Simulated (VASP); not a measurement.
Input:

```
FeNi3
1.0
    3.53376     0.00000     0.00000
    0.00000     3.53376     0.00000
    0.00000     0.00000     3.53376
Fe Ni
1 3
Direct
  0.00000   0.00000   0.00000
  0.00000   0.50000   0.50000
  0.50000   0.00000   0.50000
  0.50000   0.50000   0.00000
```
Starting moments (μB, in the order of the record's atoms Fe Ni Ni Ni): 2.8 0.6 0.6 0.6.

All values below come from optB88-vdW, VASP's PBE PAW potentials (set 64) (plane waves; VASP 6.6.1). Settings: 520 eV cut-off, Gaussian smearing of 0.050 eV, potentials Fe Ni.

### Question
Give the spin-up energies of bands 11 to 24 at the high-symmetry points, in eV from the Fermi level.

### Answer

| band | Γ | X | M | R |
|---|---|---|---|---|
| 11 | -1.58 | -2.46 | -2.84 | -2.52 |
| 12 | -1.58 | -1.99 | -2.84 | -2.52 |
| 13 | -0.78 | -1.83 | -2.58 | -0.84 |
| 14 | -0.78 | -1.83 | -1.85 | -0.84 |
| 15 | -0.73 | -1.64 | -1.77 | -0.75 |
| 16 | -0.62 | -1.64 | -1.77 | -0.75 |
| 17 | -0.62 | -1.55 | -1.62 | -0.75 |
| 18 | -0.62 | -1.48 | -1.62 | -0.71 |
| 19 | -0.53 | -1.32 | -1.44 | -0.71 |
| 20 | -0.53 | -1.00 | -1.44 | -0.71 |
| 21 | -0.53 | -0.62 | 0.85 | -0.33 |
| 22 | 2.39 | -0.53 | 0.85 | -0.33 |
| 23 | 2.39 | 7.67 | 0.91 | -0.33 |
| 24 | 2.39 | 7.67 | 0.92 | -0.21 |

### Question
Give the spin-down energies of bands 11 to 24 at the high-symmetry points, in eV from the Fermi level.

### Answer

| band | Γ | X | M | R |
|---|---|---|---|---|
| 11 | -0.60 | -1.47 | -2.11 | -1.43 |
| 12 | -0.60 | -1.23 | -1.69 | -1.43 |
| 13 | -0.03 | -0.97 | -1.24 | -0.31 |
| 14 | 0.26 | -0.97 | -1.24 | -0.25 |
| 15 | 0.26 | -0.88 | -1.23 | -0.25 |
| 16 | 0.26 | -0.43 | -0.81 | -0.25 |
| 17 | 0.95 | -0.18 | -0.69 | 0.04 |
| 18 | 0.95 | -0.18 | 0.11 | 0.04 |
| 19 | 1.21 | 0.26 | 0.11 | 0.04 |
| 20 | 1.21 | 0.46 | 0.33 | 0.75 |
| 21 | 1.21 | 0.57 | 1.44 | 0.75 |
| 22 | 2.45 | 1.19 | 1.44 | 0.75 |
| 23 | 2.45 | 8.03 | 2.35 | 1.08 |
| 24 | 2.45 | 8.05 | 2.41 | 1.08 |

It has no gap at this level: it comes out as a metal or semimetal.

The compound is Ni3Fe in the L1_2 structure. It was relaxed first.
